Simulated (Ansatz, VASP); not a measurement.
**Y (Y strained to the junction's net): VASP beside Ansatz**

One calculation is typed for both programs; each brings its own data sets. How far apart do they land? The structure shown is the end of the Ansatz relaxation below.

Calculated with Ansatz 0.2.0; plane waves, with VASP 6.6.1 beside it; single point at PBE with D3(BJ).

### Step 1. The structure

Symmetry: P6_3/mmc, No. 194, hexagonal system. The conventional cell has a = 3.660 Å, b = 3.660 Å, c = 5.571 Å, α = 90.00°, β = 90.00°, γ = 120.00°. Nearest to Y lie 12 Y at 3.50 to 3.66 Å.

### Step 2. Ansatz: relaxation, PBE with D3(BJ)

Ansatz runs on its default PAW (the set named soft_2) files.

This run makes the geometry at which the two programs are then compared.

Contents of input.yaml:

```yaml
crystal:
  lattice:
    - [3.66, 0.0, 0.0]
    - [-1.83, 3.1696529779, 0.0]
    - [0.0, 0.0, 5.67]
  atoms:
    - { symbol: "Y", position: [0.0, 0.0, 0.0] }
    - { symbol: "Y", position: [0.3333333333, 0.6666666667, 0.5] }
kpoints:
  mp_grid: { grid: [12, 12, 6] }
scf:
  occupations: { method: fermi_dirac, width: 0.1 }
  max_iter: 150
hamiltonian:
  xc: pbe
  dispersion: d3bj
relax:
  f_tol: 0.01
  max_steps: 40
  cell: { fix: [a, b, angles] }
```

Run with:

```console
$ ansatz run input.yaml --threads 4 --pin off --max-ram 12288MiB --backend cpu --events-out ev --progress --plain --runs-dir out
```

Numbers of over 12 decimals in the logs are rounded to 6 here.

What it wrote:

```text
Engine: ansatz 0.2.0, aarch64-unknown-linux-gnu
Pseudopotentials: kind: paw
Pseudopotential: Y, paw, valence charge 11, recommended cutoff 420 eV (normal), Y.paw.azcp
Functional definition: PBE
  parameter kappa = 0.804
  parameter beta = 0.066725
  exchange = pbe_x(kappa = kappa, mu = beta*pi^2/3)
  correlation = pbe_c(beta = beta)
Crystal: 2 atoms, lattice volume = 65.777 Å³
Basis set: ecut = 420 eV, 1267 PW (Γ), exchange–correlation on 50×50×80 points (8 copies of the dense FFT grid, shifted against one another)
Bands: 15, of which v1, the nominal top of the filled ones, is band 11 counted from 1 (10 counted from 0)
Symmetry: 24 space group operations
Space group: P63/mmc (ITA 194), of the structure as read, at distance tolerance 4.0e-5 Å
k-points: 76 of 864
Non-local potential: Y, projectors of the file, l = 0: 3, l = 1: 2, l = 2: 2, l = 3: 1
PAW form: soft (Blöchl's): semilocal exchange-correlation on the pseudo side does not see the compensation charge
PAW one-centre angular grid: Y, 590 points (default); XC on 64 Gauss nodes
Initial density: superposition of atomic densities (neutral atoms: chi_scale 0, normalization atom), corrected by the library's trained network
Initial wavefunctions: pseudopotential atomic-orbital guess
Functional: x = pbe(κ = 0.804, μ = 0.219515), c = pbe(β = 0.066725)
SCF iter   1: F=—  HF=-7698.068058 eV  |F-HF|=—  |Δ(HF+E_count)|=         —  Δρ=1.59e-3  dr2=1.33e-3  ethr=1.77e-3  ⟨swp⟩=4.4  Hψ=4992  notcnv=0
preconditioner: auto → Kerker (q_TF=auto, 2.273 Å⁻¹)  [metal: Δε(μ)=0.020 eV  Ē_g=2.540 eV  σ=0.100 eV  W_gap=0.05  n_scr=22 (ndim 8)  ℏωp=11.2 eV  f_vac=0.000  D(μ)=3.70/eV (n_scr^D=34)]
SCF iter   2: F=—  HF=-7698.068475 eV  |F-HF|=—  |Δ(HF+E_count)|=   4.17e-4  Δρ=1.04e-3  dr2=5.49e-4  ethr=6.06e-6  ⟨swp⟩=2.2  Hψ=2586  notcnv=0
SCF iter   3: F=—  HF=-7698.068835 eV  |F-HF|=—  |Δ(HF+E_count)|=   3.60e-4  Δρ=2.38e-4  dr2=4.95e-5  ethr=2.50e-6  ⟨swp⟩=2.3  Hψ=1489  notcnv=0
SCF iter   4: F=—  HF=-7698.068819 eV  |F-HF|=—  |Δ(HF+E_count)|=   1.58e-5  Δρ=1.38e-4  dr2=8.59e-6  ethr=2.25e-7  ⟨swp⟩=2.6  Hψ=1776  notcnv=0
iter 5 did not close the SCF: its close was put off for the readings that it lacked (scf_convergence_deferred on its scf_iter line)
SCF iter   5: F=-7698.068819 eV  HF=-7698.068819 eV  |F-HF|=3.33e-8  |Δ(HF+E_count)|=   2.16e-8  Δρ=1.13e-5  dr2=4.10e-8  ethr=3.91e-8  ⟨swp⟩=2.0  Hψ=1846  notcnv=0
SCF iter   6: F=-7698.068819 eV  HF=-7698.068819 eV  |F-HF|=4.06e-9  |Δ(HF+E_count)|=   3.90e-8  Δρ=3.63e-6  dr2=6.60e-9  ethr=1.86e-10  ⟨swp⟩=1.8  Hψ=3870  notcnv=0
SCF 1 converged in 6 iterations: F = -7698.068819 eV  dr2 = 6.60e-9
  greatest PAW one-centre occupation: 0.994 electrons in one spin orbital (limit 2), on the Y atom at site 1 (counted from 0), in its partial waves of l = 0
relax step   1: F+E_penalty+E_count = -7698.06881947 eV  Δ(F+E_penalty+E_count) = +0.000e0 eV  max|allowed force component| = 4.626e-18 eV/Å  Δτ_max = 0.0000 Å  P = -1.616 GPa  Ω = 65.777 Å³  fix = [a, b, alpha, beta, gamma]  reactions: a -1.751, b -1.751 GPa  (6 SCF iters, dr2 threshold 1.00e-7 eV, accepted)
[...]
relax step   2: F+E_penalty+E_count = -7698.07356002 eV  Δ(F+E_penalty+E_count) = -4.741e-3 eV  max|allowed force component| = 4.857e-17 eV/Å  Δτ_max = 0.0000 Å  P = -1.059 GPa  Ω = 64.817 Å³  energy of the carried Pulay correction = +2.285e-5 eV  fix = [a, b, alpha, beta, gamma]  reactions: a -1.481, b -1.481 GPa  (4 SCF iters, dr2 threshold 2.00e-7 eV, accepted)
[...]
relax step   3: F+E_penalty+E_count = -7698.07368300 eV  Δ(F+E_penalty+E_count) = -1.230e-4 eV  max|allowed force component| = 6.939e-17 eV/Å  Δτ_max = 0.0000 Å  P = -0.949 GPa  Ω = 64.633 Å³  energy of the carried Pulay correction = +2.727e-5 eV  fix = [a, b, alpha, beta, gamma]  reactions: a -1.428, b -1.428 GPa  (3 SCF iters, dr2 threshold 1.16e-7 eV, accepted)
[...]
relax step   4: F+E_penalty+E_count = -7698.07365469 eV  Δ(F+E_penalty+E_count) = +2.831e-5 eV  max|allowed force component| = 7.401e-17 eV/Å  Δτ_max = 0.0000 Å  P = -0.949 GPa  Ω = 64.633 Å³  fix = [a, b, alpha, beta, gamma]  reactions: a -1.428, b -1.428 GPa  stress off target by 8.51e-3 GPa on what of the cell is left free  SCF on the basis re-selected at this cell (its energy is not comparable with the rows above)  (4 SCF iters)
basis re-selected at this cell: Δ(F+E_penalty+E_count) = +2.831e-5 eV, ΔP = +0.000 GPa vs the last step (what re-selecting the basis moved, of the pressure what is left beyond the Pulay correction that the steps carried, after the strain that the cell walked since its last selection, with what the two solves' SCF thresholds leave and, on support functions, any second-order correction that the steps lacked; it is no m [...]
SCF converged after 4 iterations
Free energy (F): -7698.073655 eV
Harris-Foulkes:  -7698.073655 eV  (|F-HF|=3.64e-12)
Internal energy: -7697.958857 eV  (E = F + TS)
E sigma→0 (E₀):  -7698.016256 eV
Entropy (-TS):   -0.114798 eV (-57.399 meV/atom)
Fermi energy:    9.505066 eV
--- Per-component energies (eV) ---
  E_band       = -239.128224
  E_kinetic    = 609.569280
  E_local      = -1218.061802  (includes V_loc(G=0)·N_el)
  E_nonlocal   = 100.337604
  E_hartree    = 386.447790
  E_xc         = -346.008754
  E_vxc        = -397.259272  (∫ρ·V_xc dr)
  E_paw        = -5650.760904  (= ΣΔE_a)
  E_vpaw       = -106.609558  (= ΣTr[D̂ρ^β])
  E_aug_tail   = 0.000006  (compensation charges beyond the density's cutoff)
  E_ewald      = -1578.800572
  E_disp       = -0.681505  (pairwise vdW)
  E_smearing   = -0.114798  (= −TS)
  E_closure    = 0.000000  (closes the sum)
  Σ components = -7698.073655   (vs F -7698.073655, Δ=0.00e0)
--- Forces (eV/Å), atoms counted from 1 ---
  atom   1  Y     -0.00000000    -0.00000000    -0.00000000
  atom   2  Y     -0.00000000     0.00000000     0.00000000
  max |Σ_I F_I| component: 2.78e-17 eV/Å
--- Stress (GPa, compression-positive) ---
       -1.427556      -0.000000       0.000000
       -0.000000      -1.427556      -0.000000
        0.000000      -0.000000       0.008514
  P = ⅓ Tr σ = -0.9489 GPa (-9.489 kbar)
--- Relaxed structure (3 steps of the walk, 3 accepted, 1 SCFs on fresh bases) ---
  F+E_penalty+E_count = -7698.07365469 eV   max|allowed force component| = 7.401e-17 eV/Å   (the final SCF, on the basis selected at the relaxed cell)
  cell:  # Å, volume = 64.6335 Å³
    - [3.660000, 0, 0.0]
    - [-1.830000, 3.169653, 0.0]
    - [0.0, 0.0, 5.571405]
  atoms:
    - { symbol: Y, position: [9.25185853962003e-18, -5.088522196306339e-17, 0.0] }
    - { symbol: Y, position: [0.333333, 0.666667, 0.500000] }
```

### Step 3. VASP: single point, PBE with D3(BJ)

The same cell, functional, mesh and smearing now go to VASP, with its own data sets.

Lines of VASP's logs that name or quote its potential files are left out, and so is its time.

Contents of INCAR:

```
SYSTEM = Y
PREC = Accurate
ENCUT = 500
EDIFF = 1E-06
NELM = 120
ISMEAR = -1
SIGMA = 0.1
LREAL = .FALSE.
ALGO = Normal
GGA = PE
IVDW = 12
NBANDS = 17
LASPH = .TRUE.
LORBIT = 11
LWAVE = .FALSE.
LCHARG = .FALSE.
ISIF = 2
GGA_COMPAT = .FALSE.
```

Contents of POSCAR:

```
Y
1.0
    3.6600000000      0.0000000000      0.0000000000
   -1.8300000000      3.1696529779      0.0000000000
    0.0000000000      0.0000000000      5.5714053495
Y
2
Direct
    0.0000000000      0.0000000000      0.0000000000
    0.3333333333      0.6666666667      0.5000000000
```

Contents of KPOINTS:

```
Automatic mesh
0
Gamma
12 12 6
0 0 0
```

Potentials, in the order of the species: Y_sv (PBE family, release 64).

Run with:

```console
$ mpirun -np 1 vasp_std
```

What it wrote:

```text
[banner, memory and clock lines left out]
running    1 mpi-ranks, on    1 nodes
 distrk:  each k-point on    1 cores,    1 groups
 distr:  one band on    1 cores,    1 groups

 POSCAR found type information on POSCAR Y
 POSCAR found :  1 types and       2 ions
 LDA part: xc-table for (Slater+PW92), standard interpolation
 POSCAR, INCAR and KPOINTS ok, starting setup
 FFT: planning ... GRIDC
 FFT: planning ... GRID_SOFT
 FFT: planning ... GRID
 WAVECAR not read
 entering main loop
       N       E                     dE             d eps       ncg     rms          rms(c)
DAV:   1     0.781106482180E+02    0.78111E+02   -0.11321E+04  2584   0.120E+03
DAV:   2    -0.763563261789E+01   -0.85746E+02   -0.84627E+02  3242   0.252E+02
DAV:   3    -0.131712808612E+02   -0.55356E+01   -0.54977E+01  4559   0.389E+01
DAV:   4    -0.133002544588E+02   -0.12897E+00   -0.12890E+00  3110   0.630E+00
DAV:   5    -0.133038100609E+02   -0.35556E-02   -0.35549E-02  3989   0.774E-01    0.333E+01
DAV:   6    -0.129836489057E+02    0.32016E+00   -0.42467E-01  2823   0.418E+00    0.206E+01
DAV:   7    -0.129339856521E+02    0.49663E-01   -0.83752E-01  3364   0.542E+00    0.182E+00
DAV:   8    -0.129231925372E+02    0.10793E-01   -0.16310E-01  3235   0.240E+00    0.115E+00
DAV:   9    -0.129222416659E+02    0.95087E-03   -0.42003E-03  3644   0.416E-01    0.398E-01
DAV:  10    -0.129223751488E+02   -0.13348E-03   -0.16524E-03  2905   0.377E-01    0.292E-01
DAV:  11    -0.129223273086E+02    0.47840E-04   -0.10118E-04  3762   0.869E-02    0.600E-02
DAV:  12    -0.129223208356E+02    0.64730E-05   -0.24628E-05  2884   0.444E-02    0.152E-02
DAV:  13    -0.129223226091E+02   -0.17735E-05   -0.34565E-06  2719   0.157E-02    0.351E-03
DAV:  14    -0.129223228047E+02   -0.19552E-06   -0.23870E-07  1703   0.489E-03
   1 F= -.13603555E+02 E0= -.13546199E+02  d E =-.114712E+00
```

Parts of OUTCAR (step 3):

```text
ion  position               nearest neighbor table
   1  0.000  0.000  0.000-   2 3.50   2 3.50   2 3.50   2 3.50   2 3.50   2 3.50
   2  0.333  0.667  0.500-   1 3.50   1 3.50   1 3.50   1 3.50   1 3.50   1 3.50

  LATTYP: Found a hexagonal cell.
 ALAT       =     3.6600000000
 C/A-ratio  =     1.5222418988

 Subroutine GETGRP returns: Found 24 space group operations
 (whereof 12 operations were pure point group operations)

The static configuration has the point symmetry D_3h.
 The point group associated with its full space group is D_6h.

 Found     76 irreducible k-points:

   k-points           NKPTS =     76   k-points in BZ     NKDIM =     76   number of bands    NBANDS=     17

   dimension x,y,z NGX =    28 NGY =   28 NGZ =   42
   dimension x,y,z NGXF=    56 NGYF=   56 NGZF=   84

   ENCUT  =  500.0 eV  36.75 Ry    6.06 a.u.   6.67  6.67 10.16*2*pi/ulx,y,z

   NELECT =      22.0000    total number of electrons

 k-points in reciprocal lattice and weights: Automatic mesh
   0.00000000  0.00000000  0.00000000       0.001
   0.08333333 -0.00000000  0.00000000       0.007
   0.16666667  0.00000000  0.00000000       0.007
   0.25000000  0.00000000  0.00000000       0.007
   0.33333333  0.00000000  0.00000000       0.007
   0.41666667  0.00000000  0.00000000       0.007
   0.50000000  0.00000000  0.00000000       0.003
   0.08333333  0.08333333  0.00000000       0.007
   0.16666667  0.08333333  0.00000000       0.014
[...]
0.33333333  0.25000000  0.50000000       0.014
   0.33333333  0.33333333  0.50000000       0.002

 average (electrostatic) potential at core
       1 -37.6191       2 -37.6191

 E-fermi :   3.0666

 k-point     1 :       0.0000    0.0000    0.0000
  band No.  band energies     occupation
    ...
      6     -19.2775      2.00000
      7     -19.2775      2.00000
      8     -19.2267      2.00000
      9      -1.6314      2.00000
     10       1.2381      2.00000
     11       4.2147      0.00002
     12       4.7921      0.00000
     13       4.7921      0.00000
     14       5.3564      0.00000
     15       5.4692      0.00000
    ...

 k-point     2 :       0.0833   -0.0000    0.0000
  band No.  band energies     occupation
    ...
      6     -19.3029      2.00000
      7     -19.2800      2.00000
      8     -19.2338      2.00000
      9      -1.4843      2.00000
     10       1.3711      2.00000
     11       4.0381      0.00012
     12       4.4503      0.00000
     13       4.9283      0.00000
     14       5.3124      0.00000
     15       5.5581      0.00000
    ...

 k-point     3 :       0.1667    0.0000    0.0000
  band No.  band energies     occupation
    ...
      6     -19.3707      2.00000
      7     -19.2877      2.00000
      8     -19.2550      2.00000
      9      -1.0626      2.00000
     10       1.7235      2.00000
     11       3.6020      0.00942
     12       3.8889      0.00054
     13       4.9673      0.00000
     14       5.2573      0.00000
     15       5.2804      0.00000
    ...

 Edisp (eV)   -0.68123

  Total      -0.62270    -0.62270    -0.04207     0.00000     0.00000     0.00000
  in kB     -15.43595   -15.43595    -1.04276     0.00000     0.00000     0.00000
  external pressure =      -10.64 kB  Pullay stress =        0.00 kB

  energy-cutoff  :      500.00
  volume of cell :       64.63
      direct lattice vectors                 reciprocal lattice vectors
     3.660000000  0.000000000  0.000000000     0.273224044  0.157745975  0.000000000
    -1.830000000  3.169652978  0.000000000     0.000000000  0.315491950  0.000000000
     0.000000000  0.000000000  5.571405349     0.000000000  0.000000000  0.179487928

 POSITION                                       TOTAL-FORCE (eV/Angst)
 -----------------------------------------------------------------------------------
      0.00000      0.00000      0.00000         0.000000     -0.000000      0.000000
     -0.00000      2.11310      2.78570        -0.000000      0.000000      0.000000
 -----------------------------------------------------------------------------------
    total drift:                                0.000000     -0.000000     -0.000000

  FREE ENERGIE OF THE ION-ELECTRON SYSTEM (eV)
  ---------------------------------------------------
  free  energy   TOTEN  =       -13.6035550782 eV

  energy  without entropy=      -13.4888435547  energy(sigma->0) =      -13.54619932

 total charge
# of ion       s       p       d       f       tot
--------------------------------------------------
    1        2.282   6.229   0.933   0.007   9.450
    2        2.282   6.229   0.933   0.007   9.450
--------------------------------------------------
tot          4.563  12.458   1.866   0.014  18.901

[... 3 further parts left out ...]
```

Dispersion corrections of this kind ignore metallic screening and tend to overbind metals.

### Step 4. Comparison

Known differences besides the potentials themselves: the cutoff is 420 eV in Ansatz and 500 eV in VASP; Ansatz's pressure holds a Pulay correction, VASP's none. Total energies have different zeros and are not compared.

The two programs side by side:

| quantity | Ansatz | VASP | difference |
| --- | --- | --- | --- |
| pressure (GPa) | -0.95 | -1.06 | +0.11 |

### Step 5. What came out

```yaml
difference_in_pressure_single_point_pbe_with_d3_bj: 0.11 GPa
```

The difference in pressure is 0.11 GPa (single point, PBE with D3(BJ)), within the 1 GPa picked in this series as the mark of a large difference. Such differences can come from data sets, numerical settings and the points named under the comparisons, not from the functional's error against experiment.

[Lines on the potential files, build, host, timing and source positions are cut from VASP's logs without a mark.]

[Logs are printed without paths, hosts, clocks, repeated set-up lines and the standing remarks that a program may print on its own settings, such as how far it seeks lower states.]

[Hosts, paths, dates, database ids (printed as entryN), source tags and the programs' standing remarks are cut or masked in the printed files.]
